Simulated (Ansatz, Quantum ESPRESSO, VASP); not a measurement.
## Code comparison for Ca₂Si (Fm-3m, 3 atoms in the cell)

Self-consistent single point.

```
CELL_PARAMETERS angstrom
      0.00000     3.58523     3.58523
      3.58523     0.00000     3.58523
      3.58523     3.58523     0.00000
ATOMIC_POSITIONS crystal
  Ca 0.75000 0.75000 0.75000
  Ca 0.25000 0.25000 0.25000
  Si 0.00000 0.00000 0.00000
```

Shared settings, as Ansatz (an electronic-structure program) writes them: kpoints.mp_grid.grid = 5 5 5; scf.occupations.method = fixed. Potentials and cutoffs stand in the table.

```tsv
code	model	pressure (GPa)	gap on the mesh (eV)	cutoff
VASP	PBEsol, VASP's PBE PAW potentials (set 64)	-1.25	–	300 eV
Ansatz	PBEsol, PAW files made with PBE	-1.22	0.727	420 eV
Quantum ESPRESSO	PBEsol, GBRV 1.5 ultrasoft (PBESOL) pseudopotentials	-1.23	0.728	40 Ry
```

A dash marks a value that a program does not give, or that is left out as unsure.

No gap is tabulated for VASP: it is not read from that output, or partly filled or unconverged empty levels leave it unsure.

Gaps are read on the mesh. Another mesh or the band path gives a smaller gap, so these values are not converged in the mesh.

The spread over the programs that give each value: pressure within 0.03 GPa; gap on the mesh within 0.001 eV.

Ansatz's pressure is given at a fixed set of plane waves, as the other plane-wave codes print theirs.

On the base mesh (8 8 8) the same programs gave: Quantum ESPRESSO pressure -1.23 GPa, gap on the mesh 0.518 eV; Ansatz pressure -1.22 GPa, gap on the mesh 0.517 eV; VASP pressure -1.25 GPa.

The values differ from the base mesh's, so the mesh still matters here: the table compares the programs at equal settings.

VASP's run is marked for a possible Pulay error in its stress at this cutoff; no cutoff test was made.

VASP ran the fixed occupations as a Gaussian smearing of 0.01 eV.

The starting cell comes from a database of computed structures (which also holds hypothetical and non-ambient phases and stackings), without a prior relaxation at this level.

Left out of this page: ABINIT, GPAW, Elk and SIESTA (not drawn, or without a comparable value); CP2K (on another mesh).

Keys are those of Ansatz 0.2.
